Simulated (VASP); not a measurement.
Input:

```
Be
1.0
    1.13095    -1.95886     0.00000
    1.13095     1.95886     0.00000
    0.00000     0.00000     3.57368
Be
2
Direct
  0.33333   0.66667   0.25000
  0.66667   0.33333   0.75000
```

The numbers are results of PBE GGA, VASP's PBE PAW potentials (set 64) (plane waves; VASP 6.6.1), not measurements. Numerical set-up: 500 eV cut-off, 18×18×10 Γ-centred mesh, first-order Methfessel-Paxton smearing of 0.10 eV, potentials Be.

Energy and stress use the plane-wave basis of the starting cell.

Problem. The ions, cell shape and volume at an external pressure of 5.0 GPa are relaxed. Which structure does the run end with?

Solution. 
```
Be
1.0
    1.11625    -1.93340     0.00000
    1.11625     1.93340     0.00000
    0.00000     0.00000     3.52955
Be
2
Cartesian
  1.11625   0.64447   0.88239
  1.11625  -0.64447   2.64716
```
Space group P6_3/mmc (194), at a tolerance of 0.03 Å.

Problem. How do energy and volume change from the first to the last step?

Solution. The energy (σ→0) changes by +4.5 meV/atom and the volume by -3.8 %, in 3 ionic steps.

```csv
step,E(σ→0) (eV),max force (eV/Å),pressure (GPa),volume (Å³)
1,-7.5301,0.000,-0.07,15.83
2,-7.5222,0.000,4.70,15.27
3,-7.5212,0.000,5.00,15.23
```

The compound is Be in the hcp structure. This run relaxes it under an external pressure of 5 GPa. Symmetry was kept, so distortions that lower it aren't found.
